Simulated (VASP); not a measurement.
# PtSe2 (Sudovikovite): Pt into a neighbouring Pt vacancy

Aim: the barrier for one hop in PtSe2 (Sudovikovite): Pt into a neighbouring Pt vacancy. The start is a cell from a database of measured crystal structures.

Program: VASP 6.6.1. Level of theory: PBEsol; plane waves and PAW (Pt, Se). Results are calculated unless marked as measured.

The database entry behind the starting cell has ideal inner coordinates that were not refined, so it need not match the best structure at ambient conditions.

## 1. The host crystal

Symmetry: P-3m1, No. 164, trigonal system. Conventional cell: a = 3.724 Å, b = 3.724 Å, c = 5.062 Å, α = 90.00°, β = 90.00°, γ = 120.00°. Nearest to Pt lie 6 Se at 2.49 Å. Nearest to Se lie 3 Pt at 2.49 Å. Farther neighbours and most contacts between anions are not listed.

Structure file:

```
Pt Se
1.0
     3.72400    0.00000    0.00000
    -1.86200    3.22508    0.00000
     0.00000    0.00000    5.06200
Pt Se
1 2
Cartesian
  0.0000 0.0000 0.0000
  1.8620 1.0750 3.7965
  0.0000 2.1501 1.2655
```

## 2. Relax the host

First cell and atoms are relaxed at a raised cutoff, so that later runs start from this functional's own cell.

INCAR

```
SYSTEM = PtSe2
PREC = Accurate
ENCUT = 350
EDIFF = 1E-06
NELM = 120
ISMEAR = 0
SIGMA = 0.1
LREAL = .FALSE.
ALGO = Normal
GGA = PS
NBANDS = 17
LASPH = .TRUE.
LORBIT = 11
LWAVE = .FALSE.
LCHARG = .FALSE.
KPAR = 3
IBRION = 2
NSW = 40
ISIF = 3
EDIFFG = -0.02
POTIM = 0.4
```

POSCAR

```
PtSe2
1.0
    3.7240000000      0.0000000000      0.0000000000
   -1.8620000000      3.2250786037      0.0000000000
    0.0000000000      0.0000000000      5.0620000000
Pt Se
1 2
Direct
    0.0000000000      0.0000000000      0.0000000000
    0.6666666667      0.3333333333      0.7500000000
    0.3333333333      0.6666666667      0.2500000000
```

KPOINTS

```
Automatic mesh
0
Gamma
6 6 4
0 0 0
```

Potentials, in the order of the species: Pt and Se (PBE family, release 64).

The run is started by

```console
$ mpirun -np 3 vasp_std
```

Output:

```text
[banner, memory and clock lines left out]
running    3 mpi-ranks, on    1 nodes
 distrk:  each k-point on    1 cores,    3 groups
 distr:  one band on    1 cores,    1 groups

 POSCAR found type information on POSCAR PtSe
 POSCAR found :  2 types and       3 ions
|                                                                             |
|               ----> ADVICE to this user running VASP <----                  |
|                                                                             |
|     You enforced a specific xc type in the INCAR file but a different       |
|     [... a line on the potential file left out ...]
|     I HOPE YOU KNOW WHAT YOU ARE DOING!                                     |
|                                                                             |

 LDA part: xc-table for (Slater+PW92), standard interpolation
 POSCAR, INCAR and KPOINTS ok, starting setup
 FFT: planning ... GRIDC
 FFT: planning ... GRID_SOFT
 FFT: planning ... GRID
 WAVECAR not read
 entering main loop
       N       E                     dE             d eps       ncg     rms          rms(c)
DAV:   1     0.826254373620E+02    0.82625E+02   -0.80730E+03   856   0.817E+02
DAV:   2    -0.134276515671E+02   -0.96053E+02   -0.93900E+02  1034   0.187E+02
DAV:   3    -0.167318948787E+02   -0.33042E+01   -0.32891E+01   966   0.356E+01
DAV:   4    -0.167527984362E+02   -0.20904E-01   -0.20898E-01  1057   0.312E+00
DAV:   5    -0.167530401358E+02   -0.24170E-03   -0.24170E-03   992   0.311E-01    0.133E+01
DAV:   6    -0.161297223303E+02    0.62332E+00   -0.48463E+00   842   0.198E+01    0.789E+00
DAV:   7    -0.159154138238E+02    0.21431E+00   -0.91320E-01   843   0.935E+00    0.395E+00
DAV:   8    -0.158897883559E+02    0.25625E-01   -0.57889E-02   866   0.171E+00    0.837E-01
DAV:   9    -0.158870558007E+02    0.27326E-02   -0.71852E-03   953   0.802E-01    0.205E-01
DAV:  10    -0.158871160572E+02   -0.60257E-04   -0.96801E-04   941   0.204E-01    0.394E-02
DAV:  11    -0.158871102475E+02    0.58097E-05   -0.72936E-05  1022   0.780E-02    0.216E-02
DAV:  12    -0.158871096736E+02    0.57388E-06   -0.61359E-06   897   0.191E-02
   1 F= -.15887110E+02 E0= -.15884118E+02  d E =-.158871E+02
 curvature:   0.00 expect dE= 0.000E+00 dE for cont linesearch  0.000E+00
 trial: gam= 0.00000 g(F)=  0.917E-02 g(S)=  0.262E-01 ort = 0.000E+00 (trialstep = 0.100E+01)
 search vector abs. value=  0.354E-01
 bond charge predicted
       N       E                     dE             d eps       ncg     rms          rms(c)
DAV:   1    -0.160154276879E+02   -0.12832E+00   -0.28723E+00   851   0.133E+01    0.230E+00
DAV:   2    -0.159185560957E+02    0.96872E-01   -0.56205E-01   849   0.734E+00    0.165E+00
DAV:   3    -0.158909328678E+02    0.27623E-01   -0.60800E-02   856   0.242E+00    0.736E-01
DAV:   4    -0.158853891525E+02    0.55437E-02   -0.25591E-02   858   0.903E-01    0.227E-01
DAV:   5    -0.158854422469E+02   -0.53094E-04   -0.67926E-04   872   0.189E-01    0.139E-01
DAV:   6    -0.158854399892E+02    0.22576E-05   -0.17179E-04  1016   0.103E-01    0.110E-02
DAV:   7    -0.158854402761E+02   -0.28689E-06   -0.71570E-06   942   0.214E-02
   2 F= -.15885440E+02 E0= -.15882365E+02  d E =0.166940E-02
[... from here on, the cycles between the ionic steps are left out ...]
   3 F= -.15895303E+02 E0= -.15892251E+02  d E =-.819309E-02
   4 F= -.15897247E+02 E0= -.15894172E+02  d E =-.194396E-02
   5 F= -.15902721E+02 E0= -.15899825E+02  d E =-.741867E-02
   6 F= -.15910114E+02 E0= -.15907896E+02  d E =-.148114E-01
   7 F= -.15893305E+02 E0= -.15891152E+02  d E =0.199799E-02
   8 F= -.15910719E+02 E0= -.15908559E+02  d E =-.154159E-01
   9 F= -.15910787E+02 E0= -.15908649E+02  d E =-.154846E-01
  10 F= -.15908848E+02 E0= -.15906694E+02  d E =0.193935E-02
 trial-energy change:    0.001939  1 .order    0.001919   -0.000954    0.004791
 step:   0.4793(harm=  0.4880)  dis= 0.00078  next Energy=   -15.910865 (dE=-0.777E-04)
 bond charge predicted
       N       E                     dE             d eps       ncg     rms          rms(c)
DAV:   1    -0.159158305350E+02   -0.69825E-02   -0.19134E-01   852   0.317E+00    0.499E-01
DAV:   2    -0.159121081186E+02    0.37224E-02   -0.21950E-02   913   0.137E+00    0.290E-01
DAV:   3    -0.159111079911E+02    0.10001E-02   -0.21286E-03   839   0.436E-01    0.142E-01
DAV:   4    -0.159108638393E+02    0.24415E-03   -0.11282E-03   873   0.199E-01    0.423E-02
DAV:   5    -0.159108633054E+02    0.53390E-06   -0.41038E-05   828   0.497E-02    0.269E-02
DAV:   6    -0.159108652934E+02   -0.19880E-05   -0.90838E-06  1019   0.223E-02    0.485E-03
DAV:   7    -0.159108652930E+02    0.42928E-09   -0.36703E-07   432   0.556E-03
  11 F= -.15910865E+02 E0= -.15908725E+02  d E =-.779757E-04
 curvature:  -0.34 expect dE=-0.430E-05 dE for cont linesearch -0.246E-07
 trial: gam=-0.00727 g(F)=  0.686E-05 g(S)=  0.571E-05 ort = 0.572E-05 (trialstep = 0.245E+01)
 search vector abs. value=  0.125E-04
 reached required accuracy - stopping structural energy minimisation
```

It took 17 s on 3 MPI ranks of Intel Xeon 6975P-C (Granite Rapids), shared host; peak memory 0.44 GiB.

The logs omit lines about the potential files and the build; timing stands in the text.

OUTCAR, selected parts (step 2):

```text
ion  position               nearest neighbor table
   1  0.000  0.000  0.000-   2 2.49   3 2.49   2 2.49   3 2.49   2 2.49   3 2.49
   2  0.667  0.333  0.750-   1 2.49   1 2.49   1 2.49
   3  0.333  0.667  0.250-   1 2.49   1 2.49   1 2.49

  LATTYP: Found a hexagonal cell.
 ALAT       =     3.7240000000
 C/A-ratio  =     1.3592910849

 Subroutine GETGRP returns: Found 12 space group operations
 (whereof 12 operations were pure point group operations)

The static configuration has the point symmetry D_3d.

 Found     24 irreducible k-points:

   k-points           NKPTS =     24   k-points in BZ     NKDIM =     24   number of bands    NBANDS=     17

   dimension x,y,z NGX =    24 NGY =   24 NGZ =   32
   dimension x,y,z NGXF=    48 NGYF=   48 NGZF=   64

   ENCUT  =  350.0 eV  25.72 Ry    5.07 a.u.   5.68  5.68  7.72*2*pi/ulx,y,z

   NELECT =      22.0000    total number of electrons

 k-points in reciprocal lattice and weights: Automatic mesh
   0.00000000  0.00000000  0.00000000       0.007
   0.16666667  0.00000000  0.00000000       0.042
   0.33333333 -0.00000000  0.00000000       0.042
   0.50000000 -0.00000000  0.00000000       0.021
   0.16666667  0.16666667  0.00000000       0.042
   0.33333333  0.16666667  0.00000000       0.083
   0.33333333  0.33333333  0.00000000       0.014
   0.00000000  0.00000000  0.25000000       0.014
   0.16666667  0.00000000  0.25000000       0.042
[...]
0.33333333  0.16666667  0.50000000       0.083
   0.33333333  0.33333333  0.50000000       0.014

 average (electrostatic) potential at core
       1 -68.1939       2 -52.4994       3 -52.4994

 E-fermi :   6.5994

 k-point     1 :       0.0000    0.0000    0.0000
  band No.  band energies     occupation
    ...
      6       2.7540      2.00000
      7       2.7540      2.00000
      8       4.1121      2.00000
      9       5.5842      2.00000
     10       5.5842      2.00000
     11       7.3379      0.00000
     12       7.7758      0.00000
     13       7.7758      0.00000
     14       9.8660      0.00000
     15      10.6708      0.00000
    ...

 k-point     2 :       0.1667    0.0000    0.0000
  band No.  band energies     occupation
    ...
      7       2.5686      2.00000
      8       3.5061      2.00000
      9       4.8111      2.00000
     10       5.1576      2.00000
     11       6.0165      2.00000
     12       8.0937      0.00000
     13       8.1904      0.00000
     14      11.2915      0.00000
     15      12.0097      0.00000
     16      13.3974      0.00000
    ...

 k-point     3 :       0.3333   -0.0000    0.0000
  band No.  band energies     occupation
    ...
      7       2.4597      2.00000
      8       3.0090      2.00000
      9       4.0930      2.00000
     10       4.1496      2.00000
     11       4.5730      2.00000
     12       7.6879      0.00000
     13       8.7681      0.00000
     14      11.3737      0.00000
     15      13.0322      0.00000
     16      14.0037      0.00000
    ...

  Total        0.0112256      0.0112256     -0.0138609      0.0000000     -0.0000000     -0.0000000
  in kB        0.3028268      0.3028268     -0.3739163      0.0000000     -0.0000000     -0.0000000
  external PRESSURE =       0.0772458 kB  Pullay stress =       0.0000000 kB

  energy-cutoff  :      350.00
  volume of cell :       59.39
      direct lattice vectors                 reciprocal lattice vectors
     3.754139004  0.000000000  0.000000000     0.266372662  0.153790328 -0.000000000
    -1.877069502  3.251179747 -0.000000000    -0.000000000  0.307580656 -0.000000000
     0.000000000  0.000000000  4.866046120    -0.000000000  0.000000000  0.205505656

 POSITION                                       TOTAL-FORCE (eV/Angst)
 -----------------------------------------------------------------------------------
     -1.87707      3.25118     -0.00000         0.000000      0.000000      0.000000
      1.87707      1.08373      3.59129         0.000000      0.000000      0.009425
     -0.00000      2.16745      1.27476        -0.000000     -0.000000     -0.009425
 -----------------------------------------------------------------------------------
    total drift:                               -0.000000      0.000000     -0.000000

  FREE ENERGIE OF THE ION-ELECTRON SYSTEM (eV)
  ---------------------------------------------------
  free  energy   TOTEN  =       -15.9108652930 eV

  energy  without entropy=      -15.9065853385  energy(sigma->0) =      -15.90872532

 reached required accuracy - stopping structural energy minimisation

 total charge
# of ion       s       p       d       tot
------------------------------------------
    1        0.675   0.686   8.039   9.399
    2        1.489   2.206   0.072   3.767
    3        1.489   2.206   0.072   3.767
--------------------------------------------------
tot          3.654   5.097   8.182  16.933

[... 3 further parts left out ...]
```

CONTCAR:

```
PtSe2
   1.00000000000000
     3.7541390036722770    0.0000000000000000    0.0000000000000000
    -1.8770695018361385    3.2511797465251080   -0.0000000000000001
     0.0000000000000000    0.0000000000000000    4.8660461197694866
  Pt              Se
     1     2
Direct
     0.0000000000000000    1.0000000000000000    0.0000000000000000
     0.6666666667000030    0.3333333332999970    0.7380295257720206
     0.3333333332999970    0.6666666667000030    0.2619704742279795
```

The k-mesh is coarse for a metal. The PAW data sets were made with PBE, which is usual practice but a small mismatch for other functionals. The run keeps the 12 symmetry operations of its start, so it cannot find a distortion of lower symmetry.

Step by step:

```tsv
step	energy less that of the first step (eV)	largest force (eV/Å)	pressure (GPa)	volume (Å³)
1	0.0000	0.3447	2.06	60.80
2	0.0017	0.1401	-2.82	62.64
3	-0.0082	0.1069	-0.35	61.66
4	-0.0101	0.1033	-0.36	61.47
5	-0.0156	0.0899	-0.29	60.91
6	-0.0230	0.0279	-0.04	59.78
7	-0.0062	0.2075	1.11	57.51
8	-0.0236	0.0244	0.20	59.46
9	-0.0237	0.0120	0.23	59.32
10	-0.0217	0.1183	-1.14	59.75
11	-0.0238	0.0094	0.01	59.39
```

```tsv
conventional cell, symmetrised	before	after	change
a (Å)	3.724	3.754	+0.8 %
b (Å)	3.724	3.754	+0.8 %
c (Å)	5.062	4.866	-3.9 %
volume (Å³/atom)	20.27	19.80	-2.3 %
```

The atoms that moved most (Å, as changes of fractional coordinates times the final cell):

```tsv
atom	dx	dy	dz	length
Se3	0.000	0.000	0.058	0.058
Se2	0.000	0.000	-0.058	0.058
```

The relaxed structure:

```xyz
3
Lattice="3.7541 0.0000 0.0000 -1.8771 3.2512 0.0000 0.0000 0.0000 4.8660" Properties=species:S:1:pos:R:3 pbc="T T T"
Pt    0.0000    0.0000    0.0000
Se    1.8771    1.0837    3.5913
Se    0.0000    2.1675    1.2748
```

Numbers from this step:

```
electronic cycles                               : 84
electrons                                       : 22
free energy (TOTEN)                             : -15.91 eV
energy at zero smearing                         : -15.91 eV
Fermi energy                                    : 6.599 eV
labelled metallic, from the levels on this mesh : yes
```

The run ended after 11 ionic steps, 0.024 eV below its first step, once forces and stress met EDIFFG = -0.02.

(Part 1 of 4 ends here.)

[Lines on the potential files, build, host, timing and source positions are cut from VASP's logs without a mark.]

[Logs are printed without paths, hosts, clocks, repeated set-up lines and the standing remarks that a program may print on its own settings, such as how far it seeks lower states.]

[Hosts, paths, dates, database ids (printed as entryN), source tags and the programs' standing remarks are cut or masked in the printed files.]

[Runs that stopped without an error message from VASP are left out.]
